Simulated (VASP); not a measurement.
An input for Ansatz (written as the equivalent of a VASP run, and not itself run):

Ansatz 0.2 input:
```yaml
crystal:
  lattice:
    - [1.5663941, -2.7130742, 0.0000000]
    - [1.5663941, 2.7130742, 0.0000000]
    - [0.0000000, 0.0000000, 12.2363517]
  atoms:
    - { symbol: W, position: [0.3333330, 0.6666670, 0.2500000] }
    - { symbol: W, position: [0.6666670, 0.3333330, 0.7500000] }
    - { symbol: S, position: [0.3333330, 0.6666670, 0.8775647] }
    - { symbol: S, position: [0.6666670, 0.3333330, 0.3775647] }
    - { symbol: S, position: [0.6666670, 0.3333330, 0.1224353] }
    - { symbol: S, position: [0.3333330, 0.6666670, 0.6224353] }
kpoints:
  mp_grid: { grid: [7, 7, 2] }
hamiltonian:
  xc: lda
  pseudopotentials: { kind: paw }
scf:
  occupations: { method: gaussian, width: 0.05 }
  max_iter: 100
relax:
  max_steps: 60
  f_tol: 0.02
  cell: {}
output: { forces: true, stress: true, eigenvalues: true }
```

Question: Write the VASP files for the same calculation (LDA).

Answer: One answer among several that fit: 
**INCAR**
```
ALGO = Normal
EDIFF = 1E-6
EDIFFG = -0.02
ENCUT = 520
IBRION = 2
ISIF = 3
ISMEAR = 0
LASPH = .TRUE.
LCHARG = .FALSE.
LMAXMIX = 6
LREAL = .FALSE.
LWAVE = .FALSE.
NELM = 100
NSW = 60
PREC = Accurate
SIGMA = 0.05
SYSTEM = WS2
```

POSCAR:
```
WS2
1
    1.5663941446    -2.7130742215     0.0000000000
    1.5663941446     2.7130742215    -0.0000000000
    0.0000000000     0.0000000000    12.2363517305
W S
2 4
Direct
  0.3333330000   0.6666670000   0.2500000000
  0.6666670000   0.3333330000   0.7500000000
  0.3333330000   0.6666670000   0.8775646589
  0.6666670000   0.3333330000   0.3775646589
  0.6666670000   0.3333330000   0.1224353411
  0.3333330000   0.6666670000   0.6224353411
```

**KPOINTS**
```
Automatic mesh
0
Gamma
7 7 2
0 0 0
```

POTCAR, in this order: W_sv S (LDA.64 set). Program: vasp_std.

The two are equivalent in intent, not identical: each code has its own PAW files, so the cut-off isn't converted (ENCUT is set for VASP's; basis.ecutwfc is left out, and Ansatz then takes the one that its files recommend); Ansatz stops its SCF on the density residual and VASP on the energy change (EDIFF); Ansatz's lda is the Perdew-Wang form, while the LDA potentials of VASP carry Perdew-Zunger's.

The compound is WS2 in the 2H layered structure. This run relaxes it. Symmetry was kept, so distortions that lower it aren't found. The start is the result of an earlier pass.
